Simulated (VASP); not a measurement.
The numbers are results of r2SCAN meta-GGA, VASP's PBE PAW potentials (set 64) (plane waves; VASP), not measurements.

Input for VASP

**KPOINTS**
```
Automatic mesh
0
Gamma
10 10 10
0 0 0
```

**POSCAR**
```
SiO2
1
   -1.7432356070     1.7432356070     4.2197642127
    1.7432356070    -1.7432356070     4.2197642127
    1.7432356070     1.7432356070    -4.2197642127
Si O
2 4
Direct
  0.5000000000   0.5000000000   0.0000000000
  0.2500000000   0.7500000000   0.5000000000
  0.2913318675   0.2913318675   0.0000000000
  0.0413318675   0.5413318675   0.5000000000
  0.4586681325   0.9586681325   0.5000000000
  0.7086681325   0.7086681325   0.0000000000
```

**KPOINTS_OPT**
```
k-points along high-symmetry lines
6
Line-mode
Reciprocal
  0.000000   0.000000   0.000000 ! GAMMA
  0.000000   0.000000   0.500000 ! X

  0.000000   0.000000   0.500000 ! X
  0.250000   0.250000   0.250000 ! P

  0.250000   0.250000   0.250000 ! P
  0.000000   0.500000   0.000000 ! N

  0.000000   0.500000   0.000000 ! N
  0.000000   0.000000   0.000000 ! GAMMA

  0.000000   0.000000   0.000000 ! GAMMA
  0.500000   0.500000  -0.500000 ! M

  0.500000   0.500000  -0.500000 ! M
  0.289568   0.710432  -0.289568 ! S

 -0.289568   0.289568   0.289568 ! S_0
  0.000000   0.000000   0.000000 ! GAMMA

  0.000000   0.000000   0.500000 ! X
 -0.079136   0.079136   0.500000 ! R

  0.500000   0.500000  -0.079136 ! G
  0.500000   0.500000  -0.500000 ! M
```

INCAR:
```
ALGO=Normal
EDIFF=1E-7
ENCUT=520
ISIF=2
ISMEAR=-5
LASPH=.True.
LCHARG=.False.
LEFG=.True.
LMIXTAU=.True.
LORBIT=11
LREAL=.False.
LWAVE=.False.
METAGGA=R2SCAN
NEDOS=601
NELM=100
PREC=Accurate
SYSTEM=SiO2
```

POTCAR, in this order: Si O (PBE.64 set). Program: vasp_std.

Output

OSZICAR:
```
       N       E                     dE             d eps       ncg     rms          rms(c)
DAV:   1     0.161292505446E+03    0.16129E+03   -0.18667E+04  4080   0.159E+03
DAV:   2    -0.646108141414E+02   -0.22590E+03   -0.21925E+03  5536   0.337E+02
DAV:   3    -0.727228008127E+02   -0.81120E+01   -0.80876E+01  4880   0.698E+01
DAV:   4    -0.727923800238E+02   -0.69579E-01   -0.69500E-01  4928   0.728E+00
DAV:   5    -0.727931970380E+02   -0.81701E-03   -0.81688E-03  4804   0.777E-01    0.180E+01
DAV:   6    -0.597605996415E+02    0.13033E+02   -0.11330E+01  4672   0.220E+01    0.978E+00
DAV:   7    -0.578849511935E+02    0.18756E+01   -0.18685E+00  4544   0.137E+01    0.336E+00
DAV:   8    -0.611808006568E+02   -0.32958E+01   -0.13885E+00  4416   0.974E+00    0.200E+00
DAV:   9    -0.579983188226E+02    0.31825E+01   -0.97167E-01  4224   0.759E+00    0.640E-01
DAV:  10    -0.582092136488E+02   -0.21089E+00   -0.73665E-02  4516   0.278E+00    0.471E-01
DAV:  11    -0.582927951550E+02   -0.83582E-01   -0.24077E-02  4792   0.129E+00    0.189E-01
DAV:  12    -0.583487649615E+02   -0.55970E-01   -0.29007E-02  4504   0.198E+00    0.118E-01
DAV:  13    -0.583511272221E+02   -0.23623E-02   -0.32618E-03  4496   0.651E-01    0.642E-02
DAV:  14    -0.583522448026E+02   -0.11176E-02   -0.53834E-04  4832   0.188E-01    0.293E-02
DAV:  15    -0.583522167206E+02    0.28082E-04   -0.84069E-05  4756   0.106E-01    0.868E-03
DAV:  16    -0.583522682006E+02   -0.51480E-04   -0.45371E-05  4604   0.862E-02    0.510E-03
DAV:  17    -0.583522728671E+02   -0.46665E-05   -0.66276E-06  4752   0.252E-02    0.230E-03
DAV:  18    -0.583522734525E+02   -0.58537E-06   -0.38892E-07  4404   0.762E-03    0.111E-03
DAV:  19    -0.583522734171E+02    0.35367E-07   -0.73120E-08  3096   0.265E-03
   1 F= -.58352273E+02 E0= -.58352273E+02  d E =0.000000E+00
       N       E                     dE             ncg
```

File OUTCAR:
```
------------------------ aborting loop because EDIFF is reached ----------------------------------------
  FORCE on cell =-STRESS in cart. coord.  units (eV):
  Direction    XX          YY          ZZ          XY          YZ          ZX
  --------------------------------------------------------------------------------------
  Total        0.0449389      0.0449389     -0.0940992      0.0000000      0.0000000      0.0000000
  in kB        1.4036961      1.4036961     -2.9392464      0.0000000      0.0000000      0.0000000
  external PRESSURE =      -0.0439514 kB  Pullay stress =       0.0000000 kB
  volume of cell :       51.29
      direct lattice vectors                 reciprocal lattice vectors
    -1.743235607  1.743235607  4.219764213     0.000000000  0.286822962  0.118490033
     1.743235607 -1.743235607  4.219764213     0.286822962  0.000000000  0.118490033
     1.743235607  1.743235607 -4.219764213     0.286822962  0.286822962  0.000000000
 POSITION                                       TOTAL-FORCE (eV/Angst)
 -----------------------------------------------------------------------------------
      0.00000      0.00000      4.21976         0.000000      0.000000      0.000000
      1.74324      0.00000      2.10988         0.000000      0.000000      0.000000
      0.00000      0.00000      2.45870        -0.000000      0.000000     -0.007952
      1.74324      0.00000      0.34882         0.000000     -0.000000     -0.007952
      1.74324     -0.00000      3.87094         0.000000     -0.000000      0.007952
      0.00000      0.00000      5.98082        -0.000000      0.000000      0.007952
 -----------------------------------------------------------------------------------
    total drift:                                0.000000      0.000000     -0.000000
  FREE ENERGIE OF THE ION-ELECTRON SYSTEM (eV)
  ---------------------------------------------------
  free  energy   TOTEN  =       -58.3522734171 eV

  energy  without entropy=      -58.3522734171  energy(sigma->0) =      -58.35227342

 total charge

# of ion       s       p       d       tot
------------------------------------------
    1        0.570   0.861   0.000   1.432
    2        0.570   0.861   0.000   1.432
    3        1.559   3.713   0.000   5.273
    4        1.559   3.713   0.000   5.273
    5        1.559   3.713   0.000   5.273
    6        1.559   3.713   0.000   5.273
--------------------------------------------------
tot          7.378  16.577   0.000  23.955

 Electric field gradients after diagonalization (V/A^2)
 (convention: |V_zz| > |V_xx| > |V_yy|)
----------------------------------------------------------------------
 ion       V_xx      V_yy      V_zz     asymmetry (V_yy - V_xx)/ V_zz
----------------------------------------------------------------------
   1       8.897     8.897   -17.794       0.000
   2       8.897     8.897   -17.794       0.000
   3      62.083    32.827   -94.910       0.308
   4      62.083    32.827   -94.910       0.308
   5      62.083    32.827   -94.910       0.308
   6      62.083    32.827   -94.910       0.308
```
(Selected blocks of OUTCAR.)

### OUTCAR
```
 val. band max:        5.6735813963   @ k =  -0.4000   0.4000   0.0000

 cond. band min:      12.8627558670   @ k =   0.0000   0.0000   0.0000


 Fermi energy:         5.6764677432

 k-point     1 :       0.0000    0.0000    0.0000
  band No.  band energies     occupation
      1     -16.9171      2.00000
      2     -13.9276      2.00000
      3     -12.8844      2.00000
      4     -12.0426      2.00000
      5      -2.1074      2.00000
      6      -2.1074      2.00000
      7      -0.9865      2.00000
      8      -0.4718      2.00000
      9       0.1182      2.00000
     10       0.1182      2.00000
     11       1.9213      2.00000
     12       4.2120      2.00000
     13       4.7772      2.00000
     14       4.7772      2.00000
     15       4.9295      2.00000
     16       4.9295      2.00000
     17      12.8628      0.00000
     18      15.3597      0.00000
     19      17.6588      0.00000
     20      18.7307      0.00000

 k-point     2 :       0.1000    0.0000   -0.0000
  band No.  band energies     occupation
      1     -16.8356      2.00000
      2     -13.9825      2.00000
      3     -12.8495      2.00000
      4     -12.1320      2.00000
      5      -2.4450      2.00000
      6      -2.1038      2.00000
      7      -1.1811      2.00000
      8       0.0093      2.00000
      9       0.2195      2.00000
     10       0.2859      2.00000
     11       2.1314      2.00000
     12       4.0298      2.00000
     13       4.5589      2.00000
     14       4.6720      2.00000
     15       4.8369      2.00000
     16       4.8900      2.00000
     17      13.1880      0.00000
     18      15.2816      0.00000
     19      17.5407      0.00000
     20      18.8024      0.00000

 k-point     3 :       0.2000    0.0000   -0.0000
  band No.  band energies     occupation
      1     -16.6001      2.00000
      2     -14.1024      2.00000
      3     -12.8364      2.00000
      4     -12.3444      2.00000
      5      -2.8410      2.00000
...
```

The structure was generated: SiO2 was put into the anatase type (I4_1/amd), which need not be its known phase. It was relaxed first, which changed the volume by -10 %.
